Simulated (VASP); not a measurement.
Level of theory: LDA (Ceperley-Alder, Perdew-Zunger), VASP's LDA PAW potentials (set 64) (plane waves; VASP).

The input files of a VASP run:

KPOINTS:
```
Automatic mesh
0
G
 15 15 15
```

### POSCAR
```
Fe2Si
1.0
 -1.3199968396   1.3199968396   4.3407184478
  1.3199968396  -1.3199968396   4.3407184478
  1.3199968396   1.3199968396  -4.3407184478
Fe Si
2 1
direct
  0.3388306325   0.3388306325   1.0000000000
  0.6611693675   0.6611693675   1.0000000000
  1.0000000000   1.0000000000   0.0000000000
```

INCAR:
```
# general
SYSTEM =Fe2Si
PREC   =Accurate
ENCUT  =400   # plane-wave cut-off (eV)
LREAL  =F
LASPH  =T   # aspherical one-centre terms

# electronic loop
EDIFF  =1E-6   # SCF stop (eV)
NELM   =100   # most electronic steps
ALGO   =Normal   # blocked Davidson
LMAXMIX=4   # l cut-off of mixed one-centre charges

# smearing
ISMEAR =1   # Methfessel-Paxton
SIGMA  =0.1

# spin
ISPIN  =2   # spin-polarised

# ions
IBRION =2   # conjugate gradients
NSW    =60   # most ionic steps
ISIF   =3   # ions, shape and volume
EDIFFG =-0.02   # ionic stop

# output
LWAVE  =F
LCHARG =F
LORBIT =10
```

POTCAR, in this order: Fe Si (LDA.64 set). Program: vasp_std. The INCAR's line for the spin-polarised start is left out here.

The run has a spin-polarised start.

What does the run give for the energy per atom (σ→0), cell moment, volume per atom, band gap (on the k-mesh)?

```yaml
energy per atom (σ→0): -8.583 eV/atom
cell_moment: 2.03 μB
band gap (on the k-mesh): none (metal, semimetal or under 0.01 eV)
volume_per_atom: 10.09 Å³/atom
```

**OSZICAR**
```
...
   4 F= -.25748126E+02 E0= -.25748228E+02  d E =-.961874E-04  mag=     2.0274
       N       E                     dE             d eps       ncg     rms          rms(c)
DAV:   1    -0.257481514588E+02   -0.25302E-04   -0.74591E-04 17724   0.379E-01    0.415E-02
DAV:   2    -0.257481401141E+02    0.11345E-04   -0.15847E-04 22562   0.241E-01    0.271E-02
DAV:   3    -0.257481315930E+02    0.85211E-05   -0.42551E-05 23562   0.122E-01    0.110E-02
DAV:   4    -0.257481304579E+02    0.11351E-05   -0.16576E-06 11181   0.142E-02    0.419E-03
DAV:   5    -0.257481303124E+02    0.14548E-06   -0.39357E-07  8892   0.788E-03
   5 F= -.25748130E+02 E0= -.25748231E+02  d E =-.100380E-03  mag=     2.0287
```

The structure comes from a computed database's Fe2Si entry (I4/mmm); how it stands against other phases isn't given here. This run relaxes it. Symmetry was kept, so distortions that lower it aren't found. The start is the result of an earlier pass.
